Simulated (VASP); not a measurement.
# 1T-CaI2 monolayer and its bilayer, part 6 of 6

Aim: relax 1T-CaI2 monolayer, place its levels against the vacuum, then find how two sheets stack and bind.

VASP 6.6.1, plane waves and PAW; the level of theory is named at each step.

So far. Step 12 (A rigid stacking): Energy at zero smearing: -7.90229 eV. Step 13 (Relaxing the bilayer): The run ended after 13 ionic steps, 0.021 eV below its first step, once the forces on the free atoms met EDIFFG = -0.004.

**14. Levels and bands of the bilayer**

Level of this step: optB86b-vdW; plane waves and PAW (Ca_pv, I) (VASP).

The same static run as for one sheet shows what the neighbour does to the levels.

Contents of INCAR:

```
SYSTEM = CaI2
PREC = Normal
ENCUT = 350
EDIFF = 1E-06
NELM = 120
ISMEAR = 0
SIGMA = 0.03
LREAL = .FALSE.
ALGO = Fast
GGA = MK
AGGAC = 0
LUSE_VDW = .TRUE.
PARAM1 = 0.1234
PARAM2 = 1
LASPH = .TRUE.
NBANDS = 28
LORBIT = 11
LWAVE = .FALSE.
LCHARG = .FALSE.
KPAR = 4
IDIPOL = 3
LDIPOL = .TRUE.
DIPOL = 0.5 0.5 0.5
LVHAR = .TRUE.
LVACPOTAV = .TRUE.
NEDOS = 1500
```

Contents of POSCAR:

```
CaI2
1.0
    4.4429426768      0.0000000000      0.0000000000
   -2.2214713384      3.8477012256      0.0000000000
    0.0000000000      0.0000000000     27.2451557408
Ca I
2 4
Direct
    0.0000000000      0.0000000000      0.3719762839
    0.0000000000      0.0000000000      0.6280237161
    0.3333333300      0.6666666700      0.3065816903
    0.6666666700      0.3333333300      0.4374274386
    0.3333333300      0.6666666700      0.5625725614
    0.6666666700      0.3333333300      0.6934183097
```

Contents of KPOINTS:

```
Automatic mesh
0
Gamma
9 9 1
0 0 0
```

Contents of KPOINTS_OPT:

```
Line mode
14
Line-mode
Reciprocal
  0.00000000   0.00000000   0.00000000 GAMMA
  0.50000000   0.00000000   0.00000000 M

  0.50000000   0.00000000   0.00000000 M
  0.33333333   0.33333333   0.00000000 K

  0.33333333   0.33333333   0.00000000 K
  0.00000000   0.00000000   0.00000000 GAMMA
```

PAW data sets: Ca_pv and I (PBE family, release 64).

Started as:

```bash
mpirun -np 4 vasp_std
```

Output:

```text
[... set-up lines as in an earlier step ...]
 entering main loop
       N       E                     dE             d eps       ncg     rms          rms(c)
DAV:   1     0.416039005337E+03    0.41604E+03   -0.12852E+04   788   0.109E+03
DAV:   2     0.656598655674E+02   -0.35038E+03   -0.34470E+03   792   0.322E+02
DAV:   3    -0.363140542923E+01   -0.69291E+02   -0.66486E+02   936   0.136E+02
DAV:   4    -0.780959774331E+01   -0.41782E+01   -0.41740E+01   920   0.379E+01
DAV:   5    -0.798416585462E+01   -0.17457E+00   -0.17454E+00  1152   0.830E+00    0.501E+00
RMM:   6    -0.790311219848E+01    0.81054E-01   -0.25036E-01   929   0.273E+00    0.299E+00
RMM:   7    -0.792961224991E+01   -0.26500E-01   -0.70632E-01   880   0.358E+00    0.579E-01
RMM:   8    -0.793376483165E+01   -0.41526E-02   -0.64908E-02  1164   0.174E+00    0.674E-01
RMM:   9    -0.794196379595E+01   -0.81990E-02   -0.27059E-02  1149   0.753E-01    0.106E+00
RMM:  10    -0.792980113196E+01    0.12163E-01   -0.84521E-02  1203   0.104E+00    0.158E-01
RMM:  11    -0.792983097643E+01   -0.29844E-04   -0.24768E-03  1099   0.300E-01    0.154E-01
RMM:  12    -0.792988912876E+01   -0.58152E-04   -0.76808E-04  1268   0.161E-01    0.176E-01
RMM:  13    -0.792956706045E+01    0.32207E-03   -0.34045E-04  1135   0.938E-02    0.149E-01
RMM:  14    -0.792934697500E+01    0.22009E-03   -0.24000E-04   996   0.851E-02    0.177E-01
RMM:  15    -0.792938567420E+01   -0.38699E-04   -0.77395E-05  1208   0.469E-02    0.193E-01
RMM:  16    -0.792955666856E+01   -0.17099E-03   -0.56104E-05  1035   0.378E-02    0.229E-01
RMM:  17    -0.792971984580E+01   -0.16318E-03   -0.83476E-05  1021   0.325E-02    0.264E-01
RMM:  18    -0.792987292351E+01   -0.15308E-03   -0.57561E-05  1031   0.271E-02    0.301E-01
RMM:  19    -0.793003932643E+01   -0.16640E-03   -0.58026E-05  1061   0.255E-02    0.338E-01
RMM:  20    -0.792999470570E+01    0.44621E-04   -0.49629E-06   883   0.133E-02    0.328E-01
RMM:  21    -0.793000205187E+01   -0.73462E-05   -0.10313E-06   552   0.736E-03    0.331E-01
RMM:  22    -0.792997429178E+01    0.27760E-04   -0.27979E-06   806   0.880E-03    0.325E-01
RMM:  23    -0.792959399817E+01    0.38029E-03   -0.57478E-04  1136   0.702E-02    0.206E-01
RMM:  24    -0.792942742279E+01    0.16658E-03   -0.44416E-04  1155   0.684E-02    0.976E-02
RMM:  25    -0.792940148763E+01    0.25935E-04   -0.87710E-05  1086   0.346E-02    0.493E-02
RMM:  26    -0.792940021492E+01    0.12727E-05   -0.52877E-06   799   0.152E-02    0.404E-02
RMM:  27    -0.792939837859E+01    0.18363E-05   -0.59986E-06  1014   0.131E-02    0.227E-02
RMM:  28    -0.792940739915E+01   -0.90206E-05   -0.38951E-06   695   0.154E-02    0.151E-02
RMM:  29    -0.792940780894E+01   -0.40979E-06   -0.12474E-06   630   0.857E-03
 [... a notice as in an earlier step ...]

   1 F= -.79294078E+01 E0= -.79294078E+01  d E =-.495855E-11
 Start KPOINTS_OPT (optional k-point list driver)
k-point batch [1-12\42]
       N       E                     dE             ncg
DAV:   1    -0.427865604841E+03   -0.46712E+04      740
DAV:   2    -0.454982952289E+04   -0.41220E+04      736
DAV:   3    -0.555929662081E+04   -0.10095E+04      944
DAV:   4    -0.563191995834E+04   -0.72623E+02      912
DAV:   5    -0.563484898520E+04   -0.29290E+01     1208
DAV:   6    -0.563487702511E+04   -0.28040E-01     1072
DAV:   7    -0.563487872226E+04   -0.16971E-02     1152
DAV:   8    -0.563487878343E+04   -0.61166E-04     1120
DAV:   9    -0.563487878667E+04   -0.32467E-05      864
DAV:  10    -0.563487878694E+04   -0.26166E-06      648
[...]
k-point batch [37-42\42]
       N       E                     dE             ncg
DAV:   1     0.440244259249E+04   -0.77707E+03      364
DAV:   2     0.239061256923E+04   -0.20118E+04      340
DAV:   3     0.182565299396E+04   -0.56496E+03      520
DAV:   4     0.178698589610E+04   -0.38667E+02      400
DAV:   5     0.178495681269E+04   -0.20291E+01      632
DAV:   6     0.178494240654E+04   -0.14406E-01      528
DAV:   7     0.178494136072E+04   -0.10458E-02      616
DAV:   8     0.178494134584E+04   -0.14879E-04      560
DAV:   9     0.178494134520E+04   -0.64055E-06      408
```

Wall time 1.9 min (4 MPI ranks of Intel Xeon 6975P-C (Granite Rapids), shared host); peak memory 2.1 GiB; 7.6 min of CPU time.

From OUTCAR (step 14):

```text
   NELECT =      44.0000    total number of electrons

 E-fermi :  -2.4159

 k-point     1 :       0.0000    0.0000    0.0000
  band No.  band energies     occupation
    ...
     18      -2.6455      2.00000
     19      -2.6157      2.00000
     20      -2.6157      2.00000
     21      -2.5440      2.00000
     22      -2.5440      2.00000
     23       1.9366      0.00000
     24       2.0074      0.00000
     25       2.0351      0.00000
     26       2.0443      0.00000
     27       2.0607      0.00000
    ...

Total vdW correction in eV:      9.7110002

  Total        0.0169831      0.0169831     -0.0140294      0.0000000     -0.0000000      0.0000000
  in kB        0.0584206      0.0584206     -0.0482600      0.0000000     -0.0000000      0.0000000
  external PRESSURE =       0.0228604 kB  Pullay stress =       0.0000000 kB

 POSITION                                       TOTAL-FORCE (eV/Angst)
 -----------------------------------------------------------------------------------
      0.00000      0.00000     10.13455         0.000000      0.000000      0.000756
      0.00000      0.00000     17.11060         0.000000     -0.000000     -0.000756
     -0.00000      2.56513      8.35287         0.000000     -0.000000     -0.001526
      2.22147      1.28257     11.91778         0.000000      0.000000     -0.000623
     -0.00000      2.56513     15.32738        -0.000000      0.000000      0.000623
      2.22147      1.28257     18.89229        -0.000000      0.000000      0.001526
 -----------------------------------------------------------------------------------
    total drift:                               -0.000000      0.000000      0.000000

  FREE ENERGIE OF THE ION-ELECTRON SYSTEM (eV)
  ---------------------------------------------------
  free  energy   TOTEN  =        -7.9294078089 eV

  energy  without entropy=       -7.9294078089  energy(sigma->0) =       -7.92940781

Total vdW correction in eV:      9.7108817

 vacuum level on the upper side and lower side of the slab         4.193         4.193

[... 8 parts as in an earlier step ...]

[... 10 further parts left out ...]
```

Numbers from this step:

- electronic steps: 29
- Fermi energy: -2.416 eV
- least gap on mesh and path: 3.713 eV
- least direct gap on mesh and path: 4.242 eV
- vacuum levels: 4.193, 4.193 eV
- ionisation potentials of the upper and lower face: 6.736, 6.736 eV
- electron affinities of the upper and lower face: 3.023, 3.023 eV

Electronic bands along the path, in eV, zero at the valence-band top; v1 is the highest filled band, c1 the lowest empty one:

```tsv
point	v4	v3	v2	v1	c1	c2	c3	c4
Γ	-0.07	-0.07	0.00	0.00	4.48	4.51	4.58	4.58
0.54 of the way	-0.47	-0.46	-0.35	-0.24	4.02	4.09	5.06	5.10
M	-0.72	-0.71	-0.61	-0.61	3.71	3.79	5.43	5.45
0.46 of the way	-0.85	-0.83	-0.66	-0.63	4.13	4.15	5.31	5.35
K	-0.91	-0.91	-0.66	-0.66	4.83	4.97	5.00	5.00
0.46 of the way	-0.65	-0.57	-0.44	-0.32	4.44	4.51	4.55	4.62
Γ	-0.07	-0.07	0.00	0.00	4.48	4.52	4.58	4.58
```

Of the projections kept (Ca, I), the largest for each band there; the rest of the weight can lie on other orbitals:

```tsv
point	v4	v3	v2	v1	c1	c2	c3	c4
Γ	I 0.97	I 0.97	I 0.98	I 0.98	Ca 0.76	Ca 0.88	Ca 0.95	Ca 0.95
M	I 0.87	I 0.90	I 0.90	I 0.92	Ca 0.87	Ca 0.89	Ca 0.91	Ca 0.91
K	I 0.89	I 0.89	I 0.87	I 0.87	Ca 0.94	Ca 0.96	Ca 0.89	Ca 0.89
Γ	I 0.97	I 0.97	I 0.98	I 0.98	Ca 0.72	Ca 0.88	Ca 0.95	Ca 0.95
```

The planar average of the electrostatic potential oscillates, so the rows of the table below give means over windows of 1 Å about each position, cut where the curve ends. Its maxima inside the range that stand out by 2 % of the span (Å: eV): 9.4: -0.226, 10.9: -0.197, 13.6: 6.00, 16.3: -0.197, 17.8: -0.226. Its minima: 8.4: -8.87, 10.2: -2.74, 11.9: -8.9, 15.4: -8.9, 17.1: -2.74, 18.8: -8.87.

Zero at the Fermi level. Table of planar average of the electrostatic potential by height; means over each step:

```tsv
height (Å)	planar average of the electrostatic potential (eV)
0	6.61
1	6.61
2	6.61
3	6.61
4	6.61
5	6.61
6	6.54
7	5.34
8	-4.92
9	-3.72
10	-2.05
11	-1.96
12	-7.04
13	3.64
14	5.12
15	-5.21
16	-3.52
17	-2.08
18	-2.08
19	-6.94
20	3.90
21	6.47
22	6.60
23	6.61
24	6.61
25	6.61
26	6.61
27	6.61
```

Density of states in the PAW spheres, an atom over height of the layer and energy from the Fermi level.

Ten even steps from '0' (0.00 states/eV) to '9' (2.38 states/eV), each cell a mean:
```
000000
000000
304403
929929
615516
302203
313313
213312
000000
000000
000000
000000
000000
000000
000000
000000
000000
000000
000000
000000
000000
000000
```
Columns: height of the layer (Å) from 8.4 to 18.9 (not evenly spaced); rows upwards: energy from the Fermi level (eV) from -7.9 to 0.5.

The map of layer states is cut here 0.5 eV above the Fermi level, so it leaves out the states above that.

The vacuum level lies 6.74 eV above the highest filled level at the upper face; both faces agree, as the slab has next to no dipole.

The program found no field-free point at its default tolerance, but its printed level agrees with the flat part of the planar average.

**15. Putting the energies together**

This step: monolayer and bilayer, optB86b-vdW; plane waves and PAW (VASP 6.6.1).

No new run; the numbers come from the runs before.

Numbers from this step:

```yaml
polarisability_per_area_of_the_slab_or_monolayer: 0.4120 Å
gap_with_spin_orbit: 3.450 eV
binding_energy: -13.84 meV/Å²
interlayer_gap: 3.410 Å
bilayer_gap: 3.713 eV
bilayer_level_below_vacuum: 6.736 eV
lattice_a: 4.443 Å
lattice_b: 4.443 Å
thickness: 3.573 Å
monolayer_gap: 3.793 eV
ionisation_potential_at_the_upper_face: 6.756 eV
```

VASP counts both for electrons: a positive EFIELD is a field along -c, and a positive dipole, in electrons times A, points along -c. Field, by row:

```tsv
EFIELD (eV/Å)	dipole along z of the monolayer (e Å)	energy change of the monolayer (eV)
-0.1	-0.04896	-0.002454
0	0	0
0.1	0.04886	-0.002453
```

Rigid sheets, 3.1 Å apart. Stackings, by row:

```tsv
stacking	energy above the lowest (meV/Å²)
same orientation, shift 0.00 0.00	0
turned by 180 degrees, shift 0.33 0.67	0.3736
same orientation, shift 0.67 0.33	0.7404
same orientation, shift 0.33 0.67	38.63
turned by 180 degrees, shift 0.00 0.00	38.66
```

The polarisability is the slope of the dipole against the field, as a volume for each unit of area.

**16. What came out**

```json
{
  "lattice a": "4.44 Å",
  "monolayer gap": "3.79 eV",
  "gap with spin orbit": "3.45 eV",
  "binding energy": "-13.8 meV/Å²",
  "interlayer gap": "3.41 Å",
  "bilayer gap": "3.71 eV",
  "polarisability per area of the slab or monolayer": "0.412 Å"
}
```

What this shows: The monolayer relaxes to a = 4.443 Å and has a gap of 3.79 eV (3.45 eV with spin-orbit coupling). The ionisation potential is 6.76 eV at both faces. Of 5 rigid stackings the lowest has the upper sheet in the same orientation and shifted by (0.00, 0.00) in cell vectors, and the highest lies 38.7 meV/Å² above it. Relaxed, the sheets lie 3.41 Å apart and bind by 13.8 meV/Å². The next stacking lies close, and only the lowest was relaxed, so the order could change. The second sheet narrows the gap, to 3.71 eV. All runs are without spin polarisation. The bilayer keeps the monolayer's lattice, and only high-symmetry stackings were tried. Semilocal gaps are too small. Levels against the vacuum, binding and the bilayer's gap are without spin-orbit coupling.

[Lines on the potential files, build, host, timing and source positions are cut from VASP's logs without a mark.]

[Logs are printed without paths, hosts, clocks, repeated set-up lines and the standing remarks that a program may print on its own settings, such as how far it seeks lower states.]

[Hosts, paths, dates, database ids (printed as entryN), source tags and the programs' standing remarks are cut or masked in the printed files.]

[Runs that stopped without an error message from VASP are left out.]
